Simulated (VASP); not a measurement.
```
CuZn
1.0
    2.92263     0.00000     0.00000
    0.00000     2.92263     0.00000
    0.00000     0.00000     2.92263
Zn Cu
1 1
Cartesian
  1.46132   1.46132   1.46132
  0.00000   0.00000   0.00000
```

Level of theory: vdW-DF-cx, VASP's PBE PAW potentials (set 64) (plane waves; VASP). Numerical set-up: 520 eV cut-off, 14×14×14 Γ-centred mesh, tetrahedra with Blöchl corrections, potentials Zn Cu.

Question: Estimate the energy per atom (σ→0), band gap (on the k-mesh) with the smallest direct gap where there is one.

Answer: 
The band gap (on the k-mesh) is none (metal, semimetal or under 0.01 eV) and the energy per atom (σ→0) comes out as 0.287 eV/atom.

Only differences to runs with the same potentials and settings are physical.

The compound is CuZn in the CsCl type structure. It was relaxed first. The electron count is odd and the run is not spin-polarised, which forces a metal.
